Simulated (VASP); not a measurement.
The system is WC (Qusongite).

```xyz
2
Lattice="2.9065 0.0000 0.0000 -1.4532 2.5171 0.0000 0.0000 0.0000 2.8366" Properties=species:S:1:pos:R:3 pbc="T T T"
W     0.0000    0.0000    0.0000
C     1.4533    0.8390    1.4183
```

```yaml
Program: VASP 6.6.1
Task: relaxation of cell and atoms
Functional: RPBE
Potentials_or_basis: VASP PAW PBE potentials, release 64 (W_sv, C)
Cutoff: 600 eV
k_mesh: 15 × 15 × 13
Occupations: methfessel-paxton, width 0.1 eV
Spin: no spin polarisation
```

At the start: pressure 10.9 GPa; volume 10.38 Å³/atom.

**Question.** Where does the relaxation end?

**Answer.** Over 9 steps the energy falls by 9.6 meV/atom and the volume is 10.67 Å³/atom (+2.8 %); space group P-6m2 (No. 187, to 0.05 Å).

The path:
```tsv
step	energy change (eV)	largest force (eV/Å)	pressure (GPa)	volume (Å³)
1	0.0000	0.0000	10.92	20.75
2	0.1074	0.0000	-23.38	22.95
3	-0.0191	0.0000	-0.27	21.35
4	-0.0192	0.0000	-0.05	21.33
5	-0.0192	0.0000	0.17	21.32
6	-0.0192	0.0000	0.18	21.33
7	-0.0193	0.0000	0.21	21.32
8	-0.0193	0.0000	-0.40	21.36
9	-0.0193	0.0000	0.01	21.33
```

Final structure:
```
W C
1.0
     2.93506    0.00000    0.00000
    -1.46753    2.54183    0.00000
     0.00000    0.00000    2.85965
W C
1 1
Cartesian
  0.0000 0.0000 0.0000
  1.4675 0.8473 1.4298
```

Caveat: the PAW data sets were made with another functional, which shifts forces and pressure a little.
